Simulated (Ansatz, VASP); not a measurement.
# Cross-check of SrMn2As2 between VASP and Ansatz

Aim: how closely do two programs agree when they are given the same cell, functional and k mesh? The cell is taken from a series of VASP runs on this material, whose earlier steps may have relaxed, scaled or displaced it; both programs get it as it stands.

Method: plane waves, with VASP 6.6.1 beside it; relaxation of cell and atoms at r2SCAN, in Ansatz 0.2.0.

### Step 1. The starting structure

It takes space group P-3m1 (No. 164, trigonal). Conventional cell: a = 4.346 Å, b = 4.346 Å, c = 7.360 Å, α = 90.00°, β = 90.00°, γ = 120.00°. Sr has 6 As at 3.19 Å nearest. Nearest to Mn lie 4 As at 2.63 to 2.65 Å. Nearest to As lie 4 Mn at 2.63 to 2.65 Å and 3 Sr at 3.19 Å. Farther neighbours are not listed.

Coordinates:

```xyz
5
Lattice="4.3459 0.0000 0.0000 -2.1730 3.7637 0.0000 0.0000 0.0000 7.3604" Properties=species:S:1:pos:R:3 pbc="T T T"
Sr    0.0000    0.0000    0.0000
Mn    2.1730    1.2546    2.7413
Mn    0.0000    2.5091    4.6191
As    2.1730    1.2546    5.3951
As    0.0000    2.5091    1.9652
```

### Step 2. VASP: relaxation of cell and atoms, r2SCAN

The relaxed volume is the usual yardstick between codes: its relative difference is about their pressure difference at one cell divided by the bulk modulus.

Lines of VASP's logs that name or quote its potential files are left out, and so is its time.

The input, INCAR:

```
SYSTEM = SrMn2As2
PREC = Accurate
ENCUT = 400
EDIFF = 1E-06
NELM = 100
ISMEAR = 1
SIGMA = 0.2
LREAL = .FALSE.
ALGO = Normal
METAGGA = R2SCAN
LASPH = .TRUE.
NBANDS = 31
ISPIN = 2
MAGMOM = 0 4 4 0 0
LMAXMIX = 4
LORBIT = 11
LWAVE = .FALSE.
LCHARG = .FALSE.
KPAR = 4
IBRION = 2
NSW = 60
ISIF = 3
EDIFFG = -0.01
```

The input, POSCAR:

```
SrMn2As2
1.0
    4.3459238143      0.0000000000      0.0000000000
   -2.1729619072      3.7636804261      0.0000000000
    0.0000000000      0.0000000000      7.3603899605
Sr Mn As
1 2 2
Direct
    0.0000000000      0.0000000000      0.0000000000
    0.6666666700      0.3333333300      0.3724438206
    0.3333333300      0.6666666700      0.6275561794
    0.6666666700      0.3333333300      0.7329967095
    0.3333333300      0.6666666700      0.2670032905
```

The input, KPOINTS:

```
Automatic mesh
0
Gamma
7 7 4
0 0 0
```

PAW data sets: Sr_sv, Mn_pv and As (PBE family, release 64).

Run with:

```bash
mpirun -np 4 vasp_std
```

Numbers of over 12 decimals in the logs are rounded to 6 here.

Output:

```text
[banner, memory and clock lines left out]
running    4 mpi-ranks, on    1 nodes
 distrk:  each k-point on    1 cores,    4 groups
 distr:  one band on    1 cores,    1 groups

 POSCAR found type information on POSCAR SrMnAs
 POSCAR found :  3 types and       5 ions
|                                                                             |
|               ----> ADVICE to this user running VASP <----                  |
|                                                                             |
|     You enforced a specific xc type in the INCAR file but a different       |
|     [... a line on the potential file left out ...]
|     I HOPE YOU KNOW WHAT YOU ARE DOING!                                     |
|                                                                             |

 LDA part: xc-table for (None), standard interpolation
 POSCAR, INCAR and KPOINTS ok, starting setup
 FFT: planning ... GRIDC
 FFT: planning ... GRID_SOFT
 FFT: planning ... GRID
 WAVECAR not read
 entering main loop
       N       E                     dE             d eps       ncg     rms          rms(c)
DAV:   1     0.323942801316E+03    0.32394E+03   -0.22133E+04  4000   0.126E+03
DAV:   2    -0.624071858822E+02   -0.38635E+03   -0.37221E+03  3652   0.369E+02
DAV:   3    -0.891597272491E+02   -0.26753E+02   -0.26344E+02  4576   0.971E+01
DAV:   4    -0.903353451070E+02   -0.11756E+01   -0.11663E+01  5847   0.161E+01
DAV:   5    -0.903524156220E+02   -0.17071E-01   -0.17064E-01  4524   0.181E+00    0.225E+01
DAV:   6    -0.795612983998E+02    0.10791E+02   -0.69794E+01  4969   0.633E+01    0.238E+01
DAV:   7    -0.777041710756E+02    0.18571E+01   -0.15765E+01  4333   0.346E+01    0.120E+01
DAV:   8    -0.781442088840E+02   -0.44004E+00   -0.15532E+00  4278   0.775E+00    0.732E+00
DAV:   9    -0.780471644314E+02    0.97044E-01   -0.11761E+00  4435   0.585E+00    0.412E+00
DAV:  10    -0.782054859753E+02   -0.15832E+00   -0.37990E-01  4095   0.405E+00    0.136E+00
DAV:  11    -0.782075623116E+02   -0.20763E-02   -0.20256E-02  4443   0.107E+00    0.731E-01
DAV:  12    -0.782082141263E+02   -0.65181E-03   -0.34757E-03  4882   0.408E-01    0.310E-01
DAV:  13    -0.782083632275E+02   -0.14910E-03   -0.22800E-03  4447   0.276E-01    0.132E-01
DAV:  14    -0.782087152584E+02   -0.35203E-03   -0.27092E-04  4307   0.104E-01    0.553E-02
DAV:  15    -0.782087343334E+02   -0.19075E-04   -0.26020E-05  4682   0.439E-02    0.198E-02
DAV:  16    -0.782087479522E+02   -0.13619E-04   -0.60898E-06  3775   0.170E-02    0.772E-03
DAV:  17    -0.782087439476E+02    0.40046E-05   -0.10134E-06  2895   0.634E-03    0.303E-03
DAV:  18    -0.782087458326E+02   -0.18850E-05   -0.28021E-07  2310   0.395E-03    0.125E-03
DAV:  19    -0.782087438573E+02    0.19753E-05   -0.63032E-08  2205   0.187E-03    0.654E-04
DAV:  20    -0.782087440711E+02   -0.21373E-06   -0.16827E-08  2128   0.764E-04
   1 F= -.78208744E+02 E0= -.78208888E+02  d E =-.782087E+02  mag=     9.8582
 curvature:   0.00 expect dE= 0.000E+00 dE for cont linesearch  0.000E+00
 trial: gam= 0.00000 g(F)=  0.269E-06 g(S)=  0.153E-03 ort = 0.000E+00 (trialstep = 0.100E+01)
 search vector abs. value=  0.153E-03
 bond charge predicted
       N       E                     dE             d eps       ncg     rms          rms(c)
DAV:   1    -0.782111415929E+02   -0.23977E-02   -0.44128E-02  3777   0.219E+00    0.493E-01
DAV:   2    -0.782086384960E+02    0.25031E-02   -0.10454E-02  4112   0.118E+00    0.433E-01
DAV:   3    -0.782089813663E+02   -0.34287E-03   -0.48485E-04  4017   0.164E-01    0.874E-02
DAV:   4    -0.782089138474E+02    0.67519E-04   -0.22413E-04  5251   0.975E-02    0.515E-02
DAV:   5    -0.782088981023E+02    0.15745E-04   -0.11732E-04  5079   0.593E-02    0.317E-02
DAV:   6    -0.782088845757E+02    0.13527E-04   -0.12198E-05  5062   0.155E-02    0.190E-02
DAV:   7    -0.782088760800E+02    0.84957E-05   -0.30055E-06  4311   0.121E-02    0.657E-03
DAV:   8    -0.782088723417E+02    0.37383E-05   -0.66365E-07  2256   0.588E-03    0.259E-03
DAV:   9    -0.782088722305E+02    0.11121E-06   -0.19647E-07  2016   0.233E-03
   2 F= -.78208872E+02 E0= -.78209012E+02  d E =-.128159E-03  mag=     9.8532
 trial-energy change:   -0.000128  1 .order   -0.000068   -0.000153    0.000017
 step:   0.9673(harm=  0.9002)  dis= 0.00008  next Energy=   -78.208873 (dE=-0.128E-03)
 reached required accuracy - stopping structural energy minimisation
```

From OUTCAR (step 2):

```text
ion  position               nearest neighbor table
   1  0.000  0.000  0.000-   4 3.19   5 3.19   4 3.19   5 3.19   4 3.19   5 3.19   2 3.72   3 3.72
                             3 3.72   2 3.72   2 3.72   3 3.72
   2  0.667  0.333  0.372-   5 2.63   5 2.63   5 2.63   4 2.65   3 3.13   3 3.13   3 3.13   1 3.72
                             1 3.72   1 3.72
   3  0.333  0.667  0.628-   4 2.63   4 2.63   4 2.63   5 2.65   2 3.13   2 3.13   2 3.13   1 3.72
                             1 3.72   1 3.72
   4  0.667  0.333  0.733-   3 2.63   3 2.63   3 2.63   2 2.65   1 3.19   1 3.19   1 3.19
   5  0.333  0.667  0.267-   2 2.63   2 2.63   2 2.63   3 2.65   1 3.19   1 3.19   1 3.19

  LATTYP: Found a hexagonal cell.
 ALAT       =     4.3459238143
 C/A-ratio  =     1.6936306928

 Subroutine GETGRP returns: Found 12 space group operations
 (whereof 12 operations were pure point group operations)

The static configuration has the point symmetry D_3d.

 Found     28 irreducible k-points:

   k-points           NKPTS =     28   k-points in BZ     NKDIM =     28   number of bands    NBANDS=     31

   dimension x,y,z NGX =    28 NGY =   28 NGZ =   48
   dimension x,y,z NGXF=    56 NGYF=   56 NGZF=   96

   ENCUT  =  400.0 eV  29.40 Ry    5.42 a.u.   7.09  7.09 12.00*2*pi/ulx,y,z

   NELECT =      46.0000    total number of electrons

 k-points in reciprocal lattice and weights: Automatic mesh
   0.00000000  0.00000000  0.00000000       0.005
   0.14285714  0.00000000  0.00000000       0.031
   0.28571429  0.00000000  0.00000000       0.031
   0.42857143  0.00000000  0.00000000       0.031
   0.14285714  0.14285714  0.00000000       0.031
   0.28571429  0.14285714  0.00000000       0.061
   0.42857143  0.14285714  0.00000000       0.031
   0.28571429  0.28571429  0.00000000       0.031
   0.00000000  0.00000000  0.25000000       0.010
[...]
0.42857143  0.14285714  0.50000000       0.031
   0.28571429  0.28571429  0.50000000       0.031

 average (electrostatic) potential at core
       1 -41.6300       2 -76.3904       3 -76.3904       4 -54.0845       5 -54.0845

 E-fermi :   4.4886

 spin component 1
 k-point     1 :       0.0000    0.0000    0.0000
  band No.  band energies     occupation
    ...
     21       0.6622      1.00000
     22       0.7535      1.00000
     23       0.7536      1.00000
     24       3.6450      1.00000
     25       3.6450      1.00000
     26       4.7008     -0.03036
     27       4.9031     -0.00628
     28       4.9031     -0.00628
     29       5.3987     -0.00000
     30       6.0895     -0.00000
    ...

 k-point     2 :       0.1429    0.0000    0.0000
  band No.  band energies     occupation
    ...
     23       0.8428      1.00000
     24       2.7566      1.00000
     25       3.4201      1.00000
     26       3.5379      1.00000
     27       4.4024      0.82982
     28       4.4944      0.47569
     29       6.2088     -0.00000
     30       6.6419     -0.00000
     31       7.3704     -0.00000

 k-point     3 :       0.2857    0.0000    0.0000
  band No.  band energies     occupation
    ...
     24       1.5816      1.00000
     25       2.2794      1.00000
     26       2.8736      1.00000
     27       3.5731      1.00000
     28       3.8971      1.00012
     29       6.2902     -0.00000
     30       6.9436     -0.00000
     31       8.4158     -0.00000

 k-point     4 :       0.4286    0.0000    0.0000
  band No.  band energies     occupation
    ...
     24       1.5747      1.00000
     25       1.6749      1.00000
     26       2.3647      1.00000
     27       2.7364      1.00000
     28       3.5666      1.00000
     29       6.0097     -0.00000
     30       7.4797     -0.00000
     31       8.2171     -0.00000

 k-point     5 :       0.1429    0.1429    0.0000
  band No.  band energies     occupation
    ...
     24       1.9244      1.00000
     25       2.5583      1.00000
     26       2.8602      1.00000
     27       3.5533      1.00000
     28       4.2618      1.03403
     29       6.6142     -0.00000
     30       7.2435     -0.00000
     31       7.5383     -0.00000

 k-point     6 :       0.2857    0.1429    0.0000
  band No.  band energies     occupation
    ...
     24       1.4113      1.00000
     25       1.7678      1.00000
     26       2.0650      1.00000
     27       2.9635      1.00000
     28       3.6483      1.00000
     29       6.8396     -0.00000
     30       7.3383     -0.00000
     31       8.5247      0.00000

  Total        0.0041158      0.0041158      0.0277726     -0.0000000      0.0000000      0.0000000
  in kB        0.0548832      0.0548832      0.3703410     -0.0000000      0.0000000      0.0000000
  external PRESSURE =       0.1600358 kB  Pullay stress =       0.0000000 kB

  energy-cutoff  :      400.00
  volume of cell :      120.15
      direct lattice vectors                 reciprocal lattice vectors
     4.342369835  0.000000000  0.000000000     0.230288998  0.132957415 -0.000000000
    -2.171184917  3.760602590 -0.000000000    -0.000000000  0.265914830  0.000000000
     0.000000000  0.000000000  7.357676908    -0.000000000  0.000000000  0.135912464

 POSITION                                       TOTAL-FORCE (eV/Angst)
 -----------------------------------------------------------------------------------
      0.00000      0.00000      0.00000         0.000000      0.000000      0.000000
      2.17118      1.25353      2.74024         0.000000      0.000000      0.000794
     -0.00000      2.50707      4.61743        -0.000000     -0.000000     -0.000794
      2.17118      1.25353      5.39317         0.000000     -0.000000      0.003188
     -0.00000      2.50707      1.96450        -0.000000      0.000000     -0.003188
 -----------------------------------------------------------------------------------
    total drift:                                0.000000      0.000000     -0.000000

  FREE ENERGIE OF THE ION-ELECTRON SYSTEM (eV)
  ---------------------------------------------------
  free  energy   TOTEN  =       -78.2088722305 eV

  energy  without entropy=      -78.2092907932  energy(sigma->0) =      -78.20901175

 reached required accuracy - stopping structural energy minimisation

 total charge
# of ion       s       p       d       tot
------------------------------------------
    1        2.010   5.861   0.207   8.078
    2        0.288   6.209   4.854  11.351
    3        0.288   6.209   4.854  11.351
    4        1.193   1.682   0.019   2.894
    5        1.193   1.682   0.019   2.894
--------------------------------------------------
tot          4.970  21.643   9.954  36.567

 magnetization (x)
# of ion       s       p       d       tot
------------------------------------------
    1        0.003   0.006   0.042   0.050
    2        0.050   0.061   4.267   4.378
    3        0.050   0.061   4.267   4.378
    4        0.009   0.004   0.011   0.024
    5        0.009   0.004   0.011   0.024
--------------------------------------------------
tot          0.122   0.135   8.597   8.854

[... 6 further parts left out ...]
```

CONTCAR:

```
SrMn2As2
   1.00000000000000
     4.3423698347277844    0.0000000000000472    0.0000000000000000
    -2.1711849174138105    3.7606025895058965   -0.0000000000000000
     0.0000000000000000    0.0000000000000000    7.3576769082866669
  Sr              Mn              As
     1     2     2
Direct
     0.0000000000000000    0.0000000000000000    0.0000000000000000
     0.6666666699999979    0.3333333300000021    0.3724332353550316
     0.3333333300000021    0.6666666699999979    0.6275667646449684
     0.6666666699999979    0.3333333300000021    0.7329995247624422
     0.3333333300000021    0.6666666699999979    0.2670004752375578
```

Experiment finds antiferromagnetic order in this phase (below 118 K, arxiv:1605.02004), so this ferromagnetic run describes another state.

(Continued in part 2 of 2.)

[Lines on the potential files, build, host, timing and source positions are cut from VASP's logs without a mark.]

[Logs are printed without paths, hosts, clocks, repeated set-up lines and the standing remarks that a program may print on its own settings, such as how far it seeks lower states.]

[Hosts, paths, dates, database ids (printed as entryN), source tags and the programs' standing remarks are cut or masked in the printed files.]
